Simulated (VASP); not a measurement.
Data:

```
CaB6
1.0
    3.98354     0.00000     0.00000
    0.00000     3.98354     0.00000
    0.00000     0.00000     3.98354
Ca B
1 6
Direct
  0.00000   0.00000   0.00000
  0.80032   0.50000   0.50000
  0.50000   0.19968   0.50000
  0.50000   0.80032   0.50000
  0.19968   0.50000   0.50000
  0.50000   0.50000   0.80032
  0.50000   0.50000   0.19968
```

Method: PBEsol GGA, VASP's PBE PAW potentials (set 64) (plane waves; VASP 6.6.1). Run with 620 eV cut-off, 6×6×6 Γ-centred mesh, Gaussian smearing of 0.050 eV, potentials Ca_sv B.

Predict the energy per atom (σ→0), pressure.

```yaml
energy per atom (σ→0): -6.671 eV/atom
pressure: 19.94 GPa
```

The absolute energy has meaning only against runs of the same code, potentials and settings.

The compound is CaB6 in the cab6 structure. It was relaxed first under an external pressure of 20 GPa.
